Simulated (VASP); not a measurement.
# Ga2SnO (P-4m2) in VASP: notebook

One crystal, Ga2SnO, is run at these levels: PBE; tasks: relaxation of cell and atoms.

All numbers are computed with VASP 6.6.1; they aren't measurements. Logs are shortened: lines on timing, memory, paths and dates and some standing lists are left out, and cuts for length are marked.

**1. The crystal as given**

It takes space group P-4m2 (No. 115, tetragonal). The conventional cell has a = 3.733 Å, b = 3.733 Å, c = 5.878 Å, α = 90.00°, β = 90.00°, γ = 90.00°. Around Ga (site symmetry 2mm) lie 2 O at 2.11 Å. Sn (site symmetry -4m2) has 4 Ga at 2.71 Å as nearest neighbours. Around O (site symmetry -4m2) lie 4 Ga at 2.11 Å.

The cell was built by a generator and needn't be a form met in nature.

**2. Relaxation of cell and atoms, PBE**

INCAR

```
PREC = Accurate ; ENCUT = 520
EDIFF = 1E-6 ; ISMEAR = 0
SIGMA = 0.1 ; LREAL = F
LASPH = T ; NELM = 120
ALGO = Normal ; ISIF = 3
LWAVE = F ; LCHARG = F
GGA = PE ; IBRION = 2
NSW = 90 ; EDIFFG = -0.01
KPAR = 4
```

KPOINTS

```
regular mesh
0
Gamma
  10 10 6
```

POSCAR

```
Ga2SnO
1.0
    3.7330000000      0.0000000000      0.0000000000
    0.0000000000      3.7330000000      0.0000000000
    0.0000000000      0.0000000000      5.8780000000
Ga Sn O
2 1 1
Direct
    0.5000000000      0.0000000000      0.6665532500
    0.0000000000      0.5000000000      0.3334467500
    0.0000000000      0.0000000000      0.0000000000
    0.5000000000      0.5000000000      0.5000000000
```

Potentials or basis: VASP PAW PBE potentials, release 64 (Ga_d, Sn_d, O).

Run with:

```sh
cat potpaw_PBE.64/Ga_d/POTCAR potpaw_PBE.64/Sn_d/POTCAR potpaw_PBE.64/O/POTCAR > POTCAR
mpirun -np 4 vasp_std > vasp.out
```

OUTCAR:

```text
PREC = Accurate
   ENCUT = 520
   EDIFF = 1E-6
   ISMEAR = 0
   LREAL = F
   LASPH = T
   NELM = 120
   ISIF = 3
   GGA = PE
   IBRION = 2
   NSW = 90
   EDIFFG = -0.01

 ion  position               nearest neighbor table
   1  0.500  0.000  0.667-   4 2.11   4 2.11   3 2.71   3 2.71
   2  0.000  0.500  0.333-   4 2.11   4 2.11   3 2.71   3 2.71
   3  0.000  0.000  0.000-   1 2.71   2 2.71   2 2.71   1 2.71
   4  0.500  0.500  0.500-   1 2.11   2 2.11   1 2.11   2 2.11

  LATTYP: Found a simple tetragonal cell.
 ALAT       =     3.7330000000
 C/A-ratio  =     1.5746048754

  Lattice vectors:

 A1 = (   3.7330000000,   0.0000000000,   0.0000000000)
 A2 = (   0.0000000000,   3.7330000000,   0.0000000000)
 A3 = (   0.0000000000,   0.0000000000,   5.8780000000)

Analysis of symmetry for initial positions (statically):
=====================================================================
 Subroutine PRICEL returns:
 Original cell was already a primitive cell.

 Routine SETGRP: Setting up the symmetry group for a
 simple tetragonal supercell.

 Subroutine GETGRP returns: Found  8 space group operations
 (whereof  8 operations were pure point group operations)
 out of a pool of 16 trial point group operations.

The static configuration has the point symmetry D_2d.

Analysis of symmetry for dynamics (positions and initial velocities):
=====================================================================
 Subroutine PRICEL returns:
 Original cell was already a primitive cell.

 Routine SETGRP: Setting up the symmetry group for a
 simple tetragonal supercell.

 Subroutine GETGRP returns: Found  8 space group operations
 (whereof  8 operations were pure point group operations)
 out of a pool of 16 trial point group operations.

The dynamic configuration has the point symmetry D_2d.

 Subroutine INISYM returns: Found  8 space group operations
 (whereof  8 operations are pure point group operations),
 and found     1 'primitive' translations

----------------------------------------------------------------------------------------

                                     Primitive cell

  volume of cell :      81.9116

  direct lattice vectors                    reciprocal lattice vectors
     3.733000000  0.000000000  0.000000000     0.267881061  0.000000000  0.000000000
     0.000000000  3.733000000  0.000000000     0.000000000  0.267881061  0.000000000
     0.000000000  0.000000000  5.878000000     0.000000000  0.000000000  0.170125893
[... 84 lines left out ...]
   LSORBIT =      F    spin-orbit coupling
   LASPH  =      T    aspherical Exc in radial PAW
   ENCUT  =  520.0 eV  38.22 Ry    6.18 a.u.   6.94  6.94 10.93*2*pi/ulx,y,z
   NELM   =    120;   NELMIN=  2; NELMDL= -5     # of ELM steps
   EDIFF  = 0.1E-05   stopping-criterion for ELM
   LREAL  =      F    real-space projection
   EDIFFG = -.1E-01   stopping-criterion for IOM
   NSW    =     90    number of steps for IOM
   IBRION =      2    ionic relax: 0-MD 1-quasi-New 2-CG
   NFREE  =      1    steps in history (QN), initial steepest desc. (CG)
   ISIF   =      3    stress and relaxation
   ISYM   =      2    0-nonsym 1-usesym 2-fastsym
   POTIM  = 0.5000    time-step for ionic-motion
   TEBEG  =    0.0;   TEEND  =   0.0 temperature during run
   PSTRESS=    0.0 pullay stress
   NELECT =      46.0000    total number of electrons
   NUPDOWN=      -1.0000    fix difference up-down
   EMIN   =  10.00;   EMAX   =-10.00  energy-range for DOS
   EFERMI =   0.00;   METHOD = LEGACY
   ISMEAR =     0;   SIGMA  =   0.10  broadening in eV -4-tet -1-fermi 0-gaus
   EFERMI_NEDOS =   21; number of points for ismear=-14 and -15
   IALGO  =     38    algorithm
   IMIX   =      4    mixing-type and parameters
     AMIX     =   0.40;   BMIX     =  1.00
     AMIX_MAG =   1.60;   BMIX_MAG =  1.00
  volume/ion in A,a.u.               =      20.48       138.19
  Fermi-wavevector in a.u.,A,eV,Ry     =   1.350659  2.552375 24.820818  1.824279
  Thomas-Fermi vector in A             =   2.478145
   LORBIT       =      0    0 simple, 1 ext, 2 COOP (PROOUT), +10 PAW based schemes
   GGA     = PE    functional components
   LHFCALC =     F    Hartree Fock is set to
   AEXX    =    0.0000 exact exchange contribution
   IVDW    =     0    specifies the selected vdW correction
   LEPSILON=     F    determine dielectric tensor
   LRPA    =     F    only Hartree local field effects (RPA)
 conjugate gradient relaxation of ions
 non-spin polarized calculation
 Gauss-broadening in eV      SIGMA  =   0.10
  energy-cutoff  :      520.00
  volume of cell :       81.91
 maximum number of plane-waves:      2234
 NGX is ok and might be reduce to    28
   NGX = 13   NGY = 13   NGZ = 21

--------------------------------------- Ionic step        1  -------------------------------------------

 number of electron      45.9999991 magnetization

 Free energy of the ion-electron system (eV)
  ---------------------------------------------------
  ext. energy  EPLUGINS =         0.00000000
  ---------------------------------------------------
  free energy    TOTEN  =       -16.28458816 eV

  energy without entropy =      -16.28197767  energy(sigma->0) =      -16.28328291

------------------------ aborting loop because EDIFF is reached ----------------------------------------

  FORCE on cell =-STRESS in cart. coord.  units (eV):
  Direction    XX          YY          ZZ          XY          YZ          ZX
  --------------------------------------------------------------------------------------
  -------------------------------------------------------------------------------------
  Total        0.1201734      0.1201734      1.6552773      0.0000000      0.0000000     -0.0000000
  in kB        2.3505712      2.3505712     32.3769383      0.0000000      0.0000000     -0.0000000
  external PRESSURE =      12.3593602 kB  Pullay stress =       0.0000000 kB
[... 1554 lines left out ...]
     26       9.1709      0.00000
     27      10.0528      0.00000

 [... further k-points ...]

[... ionic steps 4 to 30 ...]

--------------------------------------- Ionic step       31  -------------------------------------------

 number of electron      45.9999991 magnetization

------------------------ aborting loop because EDIFF is reached ----------------------------------------
[... 71 lines left out ...]
--------------------------------------- Ionic step       33  -------------------------------------------

 number of electron      45.9999984 magnetization

 Free energy of the ion-electron system (eV)
  ---------------------------------------------------
  ext. energy  EPLUGINS =         0.00000000
  ---------------------------------------------------
  free energy    TOTEN  =       -16.64891653 eV

  energy without entropy =      -16.64249762  energy(sigma->0) =      -16.64570707

 E-fermi :   5.9989     XC(G=0): -10.3923

 val. band max:        5.9975629446   @ k =   0.4000   0.1000   0.3333
 cond. band min:       6.0138803604   @ k =   0.1000   0.0000   0.3333
 fundamental gap:      0.0163174158
 Fermi energy:         5.9989437113
[... 751 lines left out ...]
  FREE ENERGIE OF THE ION-ELECTRON SYSTEM (eV)
  ---------------------------------------------------
  free  energy   TOTEN  =       -16.6489165301 eV

  energy  without entropy=      -16.6424976165  energy(sigma->0) =      -16.64570707

 reached required accuracy - stopping structural energy minimisation
```

OSZICAR:

```text
N       E                     dE             d eps       ncg     rms          rms(c)
DAV:   1     0.397268790688E+03    0.39727E+03   -0.23226E+04  4536   0.285E+03
DAV:   2     0.463084838264E+02   -0.35096E+03   -0.34382E+03  4678   0.572E+02
DAV:   3    -0.139401415969E+02   -0.60249E+02   -0.58616E+02  5275   0.193E+02
[... 315 lines left out ...]
DAV:   1    -0.166489416451E+02   -0.35618E-04   -0.38076E-03  5966   0.506E-01    0.378E-02
DAV:   2    -0.166489253536E+02    0.16291E-04   -0.18371E-04  6387   0.144E-01    0.185E-02
DAV:   3    -0.166489183177E+02    0.70359E-05   -0.17850E-05  6365   0.548E-02    0.728E-03
DAV:   4    -0.166489168086E+02    0.15091E-05   -0.31505E-06  3405   0.175E-02    0.181E-03
DAV:   5    -0.166489165301E+02    0.27851E-06   -0.95035E-07  2364   0.116E-02
  33 F= -.16648917E+02 E0= -.16645707E+02  d E =-.137342E-03
```

Wall time 13 min (4 MPI ranks of Intel Xeon Platinum 8488C (Sapphire Rapids), shared host); peak memory 0.33 GiB.

Results:

```yaml
Free_energy: -16.6489 eV
Relaxed_volume: 19.21 Å³/atom
Relaxed_cell: a = 3.105 Å, b = 3.105 Å, c = 7.968 Å, α = 90.00°, β = 90.00°, γ = 90.00°
Space_group_after_relaxing_to_0.05_Å: P-4m2 (No. 115)
Energy_gained_by_relaxing: 91.1 meV/atom
Ionic_steps: 33
Pressure_after_relaxing: 0.0 GPa
Largest_force_after_relaxing: 0.008 eV/Å
Band_gap_on_the_k_mesh: none (metal or under the smearing width)
```

Forces in eV/Å, atoms in the order of the input:
```
Ga   0.000  0.000  0.008
Ga   0.000  0.000 -0.008
Sn   0.000  0.000  0.000
O    0.000  0.000  0.000
```

Stress tensor (GPa, compression positive):
```
 0.00  0.00  0.00
 0.00  0.00  0.00
 0.00  0.00 -0.08
```

The path:
```tsv
step	energy change (eV)	largest force (eV/Å)	pressure (GPa)	volume (Å³)
1	0.0000	0.2654	1.24	81.91
2	-0.0269	0.1004	-0.09	83.79
3	-0.0312	0.0155	-0.87	85.01
4	-0.0411	0.0563	-0.29	84.12
5	-0.0447	0.1316	0.61	82.86
6	-0.0523	0.1081	0.28	83.36
7	-0.0737	0.0515	-0.51	84.68
8	-0.1301	0.1337	-2.51	86.61
9	0.0620	0.7454	-8.78	87.88
10	-0.1486	0.2440	-3.12	86.90
11	-0.1498	0.4543	-5.81	87.72
12	-0.1663	0.2864	-3.88	87.20
13	-0.1671	0.2877	-3.94	87.22
14	-0.1689	0.2918	-4.11	87.29
15	-0.1700	0.3066	-4.48	87.43
16	-0.1728	0.3035	-4.45	87.34
17	-0.1811	0.2949	-4.39	87.07
18	-0.1973	0.2790	-4.24	86.54
19	-0.2277	0.2517	-3.91	85.49
20	-0.2827	0.1943	-3.22	83.36
21	-0.3537	0.0180	-1.57	79.10
22	-0.3571	0.1023	-0.66	77.26
23	-0.3586	0.0457	-1.08	78.05
24	-0.3587	0.0594	-0.95	77.86
25	-0.3616	0.0587	-0.70	77.68
26	-0.3632	0.0631	-0.17	77.38
27	-0.3632	0.0638	-0.28	77.39
28	-0.3636	0.0586	-0.14	77.27
29	-0.3640	0.0482	0.00	76.99
30	-0.3640	0.0287	0.30	76.44
31	-0.3642	0.0402	0.12	76.76
32	-0.3643	0.0166	0.01	76.81
33	-0.3643	0.0079	-0.02	76.83
```

Final structure:
```
Ga Sn O
1.0
     3.10510    0.00000    0.00000
     0.00000    3.10510    0.00000
     0.00000    0.00000    7.96842
Ga Sn O
2 1 1
Direct
  0.50000 0.00000 0.66969
  0.00000 0.50000 0.33031
  0.00000 0.00000 0.00000
  0.50000 0.50000 0.50000
```

Levels at points of the mesh, in eV from the Fermi level:
```csv
k point,band 20,band 21,band 22,band 23,band 24,band 25,band 26,band 27
"(0.00, 0.00, 0.00)",-4.40,-4.40,-4.16,2.02,2.16,5.25,5.25,7.10
"(0.50, 0.00, 0.00)",-4.73,-4.09,-3.88,-1.00,0.13,0.86,2.60,5.83
"(0.50, 0.50, 0.00)",-3.92,-2.39,-2.39,-0.54,-0.16,0.56,0.56,1.48
"(0.00, 0.00, 0.50)",-4.40,-4.40,-1.43,-1.14,5.08,5.08,5.28,6.10
"(0.50, 0.00, 0.50)",-4.20,-4.09,-2.84,-2.18,-1.34,2.48,3.01,4.40
"(0.50, 0.50, 0.50)",-3.82,-2.47,-2.47,-1.60,0.82,0.82,1.92,2.23
```

**3. Relaxation of cell and atoms, PBE**

This run uses another cell than the first one, of 19.21 Å³/atom, 0.938 times its volume.

INCAR

```
PREC = Accurate ; ENCUT = 520
EDIFF = 1E-7 ; ISMEAR = 0
SIGMA = 0.1 ; LREAL = F
LASPH = T ; NELM = 120
ALGO = Normal ; ISIF = 3
LWAVE = F ; LCHARG = F
GGA = PE ; IBRION = 2
NSW = 60 ; EDIFFG = -0.005
POTIM = 0.3 ; KPAR = 4
```

KPOINTS is that of step 2.

POSCAR

```
Ga2SnO                                  
1.0
    3.1051032396     -0.0000000000     -0.0000000000
    0.0000000000      3.1051032396      0.0000000000
    0.0000000000      0.0000000000      7.9684178225
  Ga              Sn              O             
     2     1     1
Direct
     0.5000000000000000    0.0000000000000000    0.6696934057258692
     0.0000000000000000    0.5000000000000000    0.3303065942741310
     0.0000000000000000    0.0000000000000000    0.0000000000000000
     0.5000000000000000    0.5000000000000000    0.5000000000000000
```

Potentials or basis: VASP PAW PBE potentials, release 64 (Ga_d, Sn_d, O).

Run with:

```sh
cat potpaw_PBE.64/Ga_d/POTCAR potpaw_PBE.64/Sn_d/POTCAR potpaw_PBE.64/O/POTCAR > POTCAR
mpirun -np 4 vasp_std > vasp.out
```

Wall time 3.8 min (4 MPI ranks of Intel Xeon Platinum 8488C (Sapphire Rapids), shared host); peak memory 0.3 GiB.

It converged, with:

| Item | Value |
| --- | --- |
| Free energy | -16.8355 eV |
| Relaxed volume | 19.58 Å³/atom |
| Relaxed cell | a = 3.087 Å, b = 3.087 Å, c = 8.219 Å, α = 90.00°, β = 90.00°, γ = 90.00° |
| Space group after relaxing (to 0.05 Å) | P-4m2 (No. 115) |
| Energy gained by relaxing | 7.8 meV/atom |
| Ionic steps | 7 |
| Pressure after relaxing | 0.0 GPa |
| Band gap on the k mesh | none (metal or under the smearing width) |

The path:
| step | energy change (eV) | largest force (eV/Å) | pressure (GPa) | volume (Å³) |
| --- | --- | --- | --- | --- |
| 1 | 0.0000 | 0.0013 | 1.63 | 76.83 |
| 2 | -0.0217 | 0.0821 | 0.31 | 78.14 |
| 3 | -0.0261 | 0.1436 | -0.62 | 79.13 |
| 4 | -0.0261 | 0.1394 | -0.55 | 79.07 |
| 5 | -0.0297 | 0.0755 | -0.31 | 78.73 |
| 6 | -0.0311 | 0.0115 | -0.06 | 78.39 |
| 7 | -0.0312 | 0.0005 | -0.02 | 78.33 |

Final structure:
```xyz
4
Lattice="3.0871 0.0000 0.0000 0.0000 3.0871 0.0000 0.0000 0.0000 8.2192" Properties=species:S:1:pos:R:3 pbc="T T T"
Ga    1.5436    0.0000    5.4944
Ga    0.0000    1.5436    2.7248
Sn    0.0000    0.0000    8.2192
O     1.5436    1.5436    4.1096
```

Levels at points of the mesh, in eV from the Fermi level:
```csv
k point,band 21,band 22,band 23,band 24,band 25,band 26
"(0.00, 0.00, 0.00)",-4.10,-4.10,1.79,1.95,5.61,5.61
"(0.50, 0.00, 0.00)",-3.80,-3.71,-1.12,0.04,0.82,2.33
"(0.50, 0.50, 0.00)",-2.11,-2.11,-0.29,-0.09,0.57,0.57
"(0.00, 0.00, 0.50)",-4.10,-1.65,-1.17,4.91,5.46,5.46
"(0.50, 0.00, 0.50)",-3.80,-2.72,-2.16,-1.43,2.23,2.93
"(0.50, 0.50, 0.50)",-2.18,-2.18,-1.31,0.79,0.79,1.80
```
